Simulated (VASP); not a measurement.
# A VASP study of BN (Qingsongite) (SCAN): structure first, properties next

Aim: relax BN (Qingsongite) with SCAN, compute its properties on that cell and hold them against experiment. The steps: relaxing cell and atoms (SCAN), density, ELF and potential (SCAN), band structure (SCAN), total and projected DOS (SCAN), zone-centre phonons (SCAN), volume scan with SCAN, fit for SCAN, optical spectrum (SCAN), band structure (HSE06) and bands along the symmetry lines (TB-mBJ). The start is a cell from a database of measured crystal structures.

Main program and level: VASP 6.6.1; SCAN; plane waves and PAW (B, N), in the first sound run; inputs show where later runs differ.

The experiments to compare with:

For BN, zinc blende (micron-sized single crystals selected from powder, 295 K), “Equation of state of cubic boron nitride at high pressures and temperatures” (2007, arxiv:cond-mat/0702656) gives, by single-crystal x-ray diffraction: lattice constant a (a at ambient conditions) 3.6152 ± 0.0002 Å; bulk modulus (isothermal B0 from Vinet fit to measured P-V data, H2005 ruby scale) 395 ± 2 GPa [equation-of-state fit parameter; depends on the ruby pressure scale, and the quoted …].

“Strong Confinment of optical fields using localised surface phonon polaritons in cubic Boron Nitride” (2018, arxiv:1812.11146) reports for BN, zinc blende (cubic), by Raman scattering, 488 nm excitation (commercial high-pressure high-temperature grown grain, about 200 um): Raman mode (TO phonon at Gamma) 1056 cm⁻¹.

## (1) Set-up

Before any relaxation, the start is as follows. It takes space group F-43m (No. 216, cubic). Conventional cell: a = 3.615 Å, b = 3.615 Å, c = 3.615 Å, α = 90.00°, β = 90.00°, γ = 90.00°. Nearest to B lie 4 N at 1.57 Å. N has 4 B at 1.57 Å nearest. Farther neighbours and most contacts between anions are not listed.

Coordinates:

```xyz
2
Lattice="0.0000 1.8075 1.8075 1.8075 0.0000 1.8075 1.8075 1.8075 0.0000" Properties=species:S:1:pos:R:3 pbc="T T T"
B     0.0000    0.0000    0.0000
N     0.9038    0.9038    0.9038
```

## (2) Relaxing cell and atoms (SCAN)

The start need not lie at this functional's minimum. ISIF = 3 frees volume, shape and positions, and EDIFFG sets the threshold on forces and stress at which the search stops. SCAN adds the kinetic-energy density; it is numerically more delicate than r2SCAN.

The input, INCAR:

```
SYSTEM = BN
PREC = Accurate
ENCUT = 520
EDIFF = 1E-06
NELM = 100
ISMEAR = 0
SIGMA = 0.05
LREAL = .FALSE.
ALGO = Normal
METAGGA = SCAN
LASPH = .TRUE.
NBANDS = 10
LORBIT = 11
LWAVE = .FALSE.
LCHARG = .FALSE.
KPAR = 2
IBRION = 2
NSW = 60
ISIF = 3
EDIFFG = -0.01
```

The input, POSCAR:

```
BN
1.0
    0.0000000000      1.8075000000      1.8075000000
    1.8075000000      0.0000000000      1.8075000000
    1.8075000000      1.8075000000      0.0000000000
B N
1 1
Direct
    0.0000000000      0.0000000000      0.0000000000
    0.2500000000      0.2500000000      0.2500000000
```

The input, KPOINTS:

```
Automatic mesh
0
Gamma
11 11 11
0 0 0
```

Potentials, in the order of the species: B and N (PBE family, release 64).

Launch:

```
$ mpirun -np 2 vasp_std
```

Log:

```text
[banner, memory and clock lines left out]
running    2 mpi-ranks, on    1 nodes
 distrk:  each k-point on    1 cores,    2 groups
 distr:  one band on    1 cores,    1 groups

 POSCAR found type information on POSCAR B N
 POSCAR found :  2 types and       2 ions
|                                                                             |
|               ----> ADVICE to this user running VASP <----                  |
|                                                                             |
|     You enforced a specific xc type in the INCAR file but a different       |
|     [... a line on the potential file left out ...]
|     I HOPE YOU KNOW WHAT YOU ARE DOING!                                     |
|                                                                             |

 LDA part: xc-table for (None), standard interpolation
 POSCAR, INCAR and KPOINTS ok, starting setup
 FFT: planning ... GRIDC
 FFT: planning ... GRID_SOFT
 FFT: planning ... GRID
 WAVECAR not read
 entering main loop
       N       E                     dE             d eps       ncg     rms          rms(c)
DAV:   1     0.578382164746E+01    0.57838E+01   -0.53062E+03  1144   0.823E+02
DAV:   2    -0.225045748455E+02   -0.28288E+02   -0.27490E+02  1434   0.175E+02
DAV:   3    -0.229985201857E+02   -0.49395E+00   -0.49320E+00  1320   0.205E+01
DAV:   4    -0.229991932314E+02   -0.67305E-03   -0.67303E-03  1212   0.841E-01
DAV:   5    -0.229991939545E+02   -0.72310E-06   -0.72312E-06  1276   0.273E-02    0.659E+00
DAV:   6    -0.194606343255E+02    0.35386E+01   -0.21321E+00  1120   0.953E+00    0.358E+00
DAV:   7    -0.195245754133E+02   -0.63941E-01   -0.32350E-01  1154   0.481E+00    0.194E+00
DAV:   8    -0.195431530910E+02   -0.18578E-01   -0.68315E-02  1194   0.199E+00    0.214E-01
DAV:   9    -0.195424296207E+02    0.72347E-03   -0.77725E-03  1350   0.647E-01    0.110E-01
DAV:  10    -0.195425310007E+02   -0.10138E-03   -0.46022E-04  1234   0.209E-01    0.393E-02
DAV:  11    -0.195425129605E+02    0.18040E-04   -0.76453E-05  1242   0.637E-02    0.854E-03
DAV:  12    -0.195425127317E+02    0.22880E-06   -0.17346E-06  1120   0.145E-02
   1 F= -.19542513E+02 E0= -.19542513E+02  d E =-.195425E+02
 curvature:   0.00 expect dE= 0.000E+00 dE for cont linesearch  0.000E+00
 trial: gam= 0.00000 g(F)=  0.197E-46 g(S)=  0.282E-02 ort = 0.000E+00 (trialstep = 0.100E+01)
 search vector abs. value=  0.282E-02
 bond charge predicted
       N       E                     dE             d eps       ncg     rms          rms(c)
DAV:   1    -0.195450543632E+02   -0.25414E-02   -0.94650E-02  1204   0.270E+00    0.396E-01
DAV:   2    -0.195425348407E+02    0.25195E-02   -0.11947E-02  1170   0.851E-01    0.125E-01
DAV:   3    -0.195424334934E+02    0.10135E-03   -0.71146E-04  1242   0.239E-01    0.442E-02
DAV:   4    -0.195424625943E+02   -0.29101E-04   -0.27793E-05  1168   0.511E-02    0.111E-02
DAV:   5    -0.195424734547E+02   -0.10860E-04   -0.26620E-06  1250   0.140E-02    0.564E-03
DAV:   6    -0.195424759316E+02   -0.24769E-05   -0.18358E-07   586   0.447E-03    0.105E-03
DAV:   7    -0.195424750174E+02    0.91421E-06   -0.39606E-08   574   0.137E-03
   2 F= -.19542475E+02 E0= -.19542475E+02  d E =0.377143E-04
 trial-energy change:    0.000038  1 .order    0.000158   -0.002818    0.003134
 step:   0.5038(harm=  0.4735)  dis= 0.00000  next Energy=   -19.543238 (dE=-0.725E-03)
 bond charge predicted
       N       E                     dE             d eps       ncg     rms          rms(c)
DAV:   1    -0.195438921712E+02   -0.14162E-02   -0.23219E-02  1198   0.133E+00    0.197E-01
DAV:   2    -0.195433263633E+02    0.56581E-03   -0.29714E-03  1176   0.422E-01    0.619E-02
DAV:   3    -0.195432752760E+02    0.51087E-04   -0.17124E-04  1216   0.118E-01    0.219E-02
DAV:   4    -0.195432456074E+02    0.29669E-04   -0.66722E-06  1160   0.252E-02    0.530E-03
DAV:   5    -0.195432399009E+02    0.57065E-05   -0.59182E-07   638   0.671E-03    0.260E-03
DAV:   6    -0.195432387754E+02    0.11255E-05   -0.57874E-08   560   0.269E-03    0.347E-04
DAV:   7    -0.195432391019E+02   -0.32651E-06   -0.76339E-09   560   0.626E-04
   3 F= -.19543239E+02 E0= -.19543239E+02  d E =-.726370E-03
 curvature:  -0.24 expect dE=-0.221E-05 dE for cont linesearch -0.221E-05
 trial: gam= 0.00000 g(F)=  0.166E-45 g(S)=  0.935E-05 ort =-0.162E-03 (trialstep = 0.901E+00)
 search vector abs. value=  0.935E-05
 reached required accuracy - stopping structural energy minimisation
```

Elapsed: 16 s, on 2 MPI ranks of Intel Xeon 6975P-C (Granite Rapids), shared host; peak memory 0.23 GiB; 30 s of CPU time.

The logs omit lines about the potential files and the build; timing stands in the text.

Parts of OUTCAR (step 2):

```text
ion  position               nearest neighbor table
   1  0.000  0.000  0.000-   2 1.57   2 1.57   2 1.57   2 1.57
   2  0.250  0.250  0.250-   1 1.57   1 1.57   1 1.57   1 1.57

  LATTYP: Found a face centered cubic cell.
 ALAT       =     3.6150000000

 Subroutine GETGRP returns: Found 24 space group operations
 (whereof 24 operations were pure point group operations)

The static configuration has the point symmetry T_d .

 Found     56 irreducible k-points:

   k-points           NKPTS =     56   k-points in BZ     NKDIM =     56   number of bands    NBANDS=     10

   dimension x,y,z NGX =    20 NGY =   20 NGZ =   20
   dimension x,y,z NGXF=    40 NGYF=   40 NGZF=   40

   ENCUT  =  520.0 eV  38.22 Ry    6.18 a.u.   4.75  4.75  4.75*2*pi/ulx,y,z

   NELECT =       8.0000    total number of electrons

 k-points in reciprocal lattice and weights: Automatic mesh
   0.00000000  0.00000000  0.00000000       0.001
   0.09090909  0.00000000  0.00000000       0.006
   0.18181818  0.00000000  0.00000000       0.006
   0.27272727  0.00000000  0.00000000       0.006
   0.36363636  0.00000000  0.00000000       0.006
   0.45454545  0.00000000  0.00000000       0.006
   0.09090909  0.09090909  0.00000000       0.005
   0.18181818  0.09090909  0.00000000       0.018
   0.27272727  0.09090909  0.00000000       0.018
[...]
-0.36363636  0.45454545  0.18181818       0.018
  -0.27272727  0.45454545  0.18181818       0.018

 average (electrostatic) potential at core
       1 -25.7266       2 -63.3203

 E-fermi :   7.5018

 k-point     1 :       0.0000    0.0000    0.0000
  band No.  band energies     occupation
      1     -14.1147      2.00000
      2       7.2922      2.00000
      3       7.2922      2.00000
      4       7.2922      2.00000
      5      16.8151      0.00000
      6      16.8151      0.00000
      7      16.8151      0.00000
      8      18.4436      0.00000
      9      33.5412      0.00000
    ...

 k-point     2 :       0.0909    0.0000    0.0000
  band No.  band energies     occupation
      1     -13.9056      2.00000
      2       6.1669      2.00000
      3       7.0704      2.00000
      4       7.0704      2.00000
      5      17.0803      0.00000
      6      17.1560      0.00000
      7      17.1560      0.00000
      8      19.1378      0.00000
      9      33.2742      0.00000
    ...

 k-point     3 :       0.1818    0.0000    0.0000
  band No.  band energies     occupation
      1     -13.2888      2.00000
      2       3.6634      2.00000
      3       6.5478      2.00000
      4       6.5478      2.00000
      5      17.4342      0.00000
      6      17.9093      0.00000
      7      17.9093      0.00000
      8      20.7333      0.00000
      9      32.2735      0.00000
    ...

  Total        0.0113694      0.0113694      0.0113694      0.0000000      0.0000000      0.0000000
  in kB        1.5535019      1.5535019      1.5535019      0.0000000      0.0000000      0.0000000
  external PRESSURE =       1.5535019 kB  Pullay stress =       0.0000000 kB

  energy-cutoff  :      520.00
  volume of cell :       11.73
      direct lattice vectors                 reciprocal lattice vectors
    -0.000000000  1.803165744  1.803165744    -0.277290095  0.277290095  0.277290095
     1.803165744  0.000000000  1.803165744     0.277290095 -0.277290095  0.277290095
     1.803165744  1.803165744 -0.000000000     0.277290095  0.277290095 -0.277290095

 POSITION                                       TOTAL-FORCE (eV/Angst)
 -----------------------------------------------------------------------------------
      0.00000      0.00000      0.00000        -0.000000     -0.000000     -0.000000
      0.90158      0.90158      0.90158         0.000000      0.000000      0.000000
 -----------------------------------------------------------------------------------
    total drift:                               -0.000001     -0.000001     -0.000001

  FREE ENERGIE OF THE ION-ELECTRON SYSTEM (eV)
  ---------------------------------------------------
  free  energy   TOTEN  =       -19.5432391019 eV

  energy  without entropy=      -19.5432391019  energy(sigma->0) =      -19.54323910

 reached required accuracy - stopping structural energy minimisation

 total charge
# of ion       s       p       d       tot
------------------------------------------
    1        0.686   1.352   0.000   2.037
    2        1.233   2.802   0.000   4.034
--------------------------------------------------
tot          1.919   4.153   0.000   6.072

[... 3 further parts left out ...]
```

CONTCAR:

```
BN
   1.00000000000000
    -0.0000000000000000    1.8031657439750786    1.8031657439750786
     1.8031657439750786    0.0000000000000000    1.8031657439750786
     1.8031657439750786    1.8031657439750786   -0.0000000000000000
  B               N
     1     1
Direct
     0.0000000000000000    0.0000000000000000    0.0000000000000000
     0.2500000000000000    0.2500000000000000    0.2500000000000000
```

The gap is read on the k-mesh alone, so it is an upper bound where the band edges lie off the mesh. The PAW data sets were made with PBE, which is usual practice but a small mismatch for other functionals. The run keeps the 24 symmetry operations of its start, so it cannot find a distortion of lower symmetry.

Relaxation path:

```tsv
step	energy less that of the first step (eV)	largest force (eV/Å)	pressure (GPa)	volume (Å³)
1	0.0000	0.0000	-2.68	11.81
2	0.0000	0.0000	3.02	11.64
3	-0.0007	0.0000	0.16	11.73
```

```tsv
conventional cell, symmetrised	before	after	change
a (Å)	3.615	3.606	-0.2 %
b (Å)	3.615	3.606	-0.2 %
c (Å)	3.615	3.606	-0.2 %
volume (Å³/atom)	5.91	5.86	-0.7 %
```

Final coordinates:

```xyz
2
Lattice="0.0000 1.8032 1.8032 1.8032 0.0000 1.8032 1.8032 1.8032 0.0000" Properties=species:S:1:pos:R:3 pbc="T T T"
B     0.0000    0.0000    0.0000
N     0.9016    0.9016    0.9016
```

Numbers from this step:

```yaml
electrons: 8
bands: 10
irreducible_k_points: 56
symmetry_operations: 24
free_energy_toten: -19.54 eV
fermi_energy: 7.502 eV
pressure: 0.1554 GPa
metallic: no
valence_top_at_k: 0, 0, 0
conduction_bottom_at_k: 0.4545, 0.4545, 0
least_direct_gap_at_k: 0, 0, 0
scf_cycles_over_all_ionic_steps: 26
gap_on_the_k_mesh: 5.078 eV
least_direct_gap_on_the_k_mesh: 9.523 eV
```

It ends with forces that vanish by symmetry and a pressure of 0.16 GPa. The volume lies -0.7 % from that of the database's start, which holds the thermal and zero-point expansion of its experiment.

(Continued in part 2 of 6.)

[Lines on the potential files, build, host, timing and source positions are cut from VASP's logs without a mark.]

[Logs are printed without paths, hosts, clocks, repeated set-up lines and the standing remarks that a program may print on its own settings, such as how far it seeks lower states.]

[Hosts, paths, dates, database ids (printed as entryN), source tags and the programs' standing remarks are cut or masked in the printed files.]

[A measured line is paired with the nearest computed mode of its activity, which favours agreement.]
